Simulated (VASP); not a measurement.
Method: PW91 GGA, VASP's PBE PAW potentials (set 64) (plane waves; VASP 6.6.1).

A VASP calculation is set up with these files.

File POSCAR:
```
GaP
2.7522180
  0.0000000000   0.9999998459   0.9999998459
  0.9999998459   0.0000000000   0.9999998459
  0.9999998459   0.9999998459   0.0000000000
Ga P
1 1
direct
  0.0000000000   0.0000000000   0.0000000000
  0.2500000000   0.2500000000   0.2500000000
```

**INCAR**
```
SYSTEM  =  GaP
PREC  =  Accurate; ENCUT  =  520; LREAL  =  .FALSE.
LASPH  =  .TRUE.
EDIFF  =  1E-7; NELM  =  100; ALGO  =  Normal
LMAXMIX  =  4
ISMEAR  =  -5
GGA  =  91
ISIF  =  2
LWAVE  =  .FALSE.; LCHARG  =  .TRUE.; LORBIT  =  11
NEDOS  =  601
```

File KPOINTS:
```
Automatic mesh
0
Gamma
 9 9 9
```

POTCAR, in this order: Ga_d P (PBE.64 set). Program: vasp_std.

The resulting files:

OSZICAR:
```
       N       E                     dE             d eps       ncg     rms          rms(c)
DAV:   1     0.794840870577E+02    0.79484E+02   -0.93773E+03   926   0.198E+03
DAV:   2    -0.313149199937E+01   -0.82616E+02   -0.79897E+02  1005   0.331E+02
DAV:   3    -0.932289738395E+01   -0.61914E+01   -0.61631E+01  1110   0.767E+01
DAV:   4    -0.944567259088E+01   -0.12278E+00   -0.12271E+00  1131   0.115E+01
DAV:   5    -0.944837724951E+01   -0.27047E-02   -0.27045E-02  1136   0.147E+00    0.392E+00
DAV:   6    -0.919879612240E+01    0.24958E+00   -0.48872E-01  1388   0.128E+01    0.255E+00
DAV:   7    -0.917150932370E+01    0.27287E-01   -0.10617E-01  1154   0.239E+00    0.107E+00
DAV:   8    -0.917071165940E+01    0.79766E-03   -0.13243E-02  1085   0.170E+00    0.141E-01
DAV:   9    -0.917098079086E+01   -0.26913E-03   -0.14039E-03  1216   0.674E-01    0.769E-02
DAV:  10    -0.917103168282E+01   -0.50892E-04   -0.10349E-04  1183   0.104E-01    0.369E-02
DAV:  11    -0.917108641643E+01   -0.54734E-04   -0.71844E-05   985   0.858E-02    0.465E-03
DAV:  12    -0.917108608967E+01    0.32676E-06   -0.28725E-06  1217   0.250E-02    0.266E-03
DAV:  13    -0.917108640702E+01   -0.31735E-06   -0.87216E-07  1043   0.882E-03    0.157E-03
DAV:  14    -0.917108636410E+01    0.42918E-07   -0.53422E-08   670   0.323E-03
   1 F= -.91710864E+01 E0= -.91710864E+01  d E =0.000000E+00
```

**OUTCAR**
```
------------------------ aborting loop because EDIFF is reached ----------------------------------------
  FORCE on cell =-STRESS in cart. coord.  units (eV):
  Direction    XX          YY          ZZ          XY          YZ          ZX
  --------------------------------------------------------------------------------------
  Total        0.0005248      0.0005248      0.0005248     -0.0000000      0.0000000     -0.0000000
  in kB        0.0201671      0.0201671      0.0201671     -0.0000000      0.0000000     -0.0000000
  external PRESSURE =       0.0201671 kB  Pullay stress =       0.0000000 kB
  volume of cell :       41.69
      direct lattice vectors                 reciprocal lattice vectors
     0.000000000  2.752217576  2.752217576    -0.181671683  0.181671683  0.181671683
     2.752217576  0.000000000  2.752217576     0.181671683 -0.181671683  0.181671683
     2.752217576  2.752217576  0.000000000     0.181671683  0.181671683 -0.181671683
  FREE ENERGIE OF THE ION-ELECTRON SYSTEM (eV)
  ---------------------------------------------------
  free  energy   TOTEN  =        -9.1710863641 eV

  energy  without entropy=       -9.1710863641  energy(sigma->0) =       -9.17108636

 total charge

# of ion       s       p       d       tot
------------------------------------------
    1        0.861   0.817  10.007  11.685
    2        1.022   1.506   0.000   2.529
--------------------------------------------------
tot          1.883   2.324  10.007  14.214
```
(Selected blocks of OUTCAR.)

The compound is GaP in the zinc blende structure. It was relaxed first.
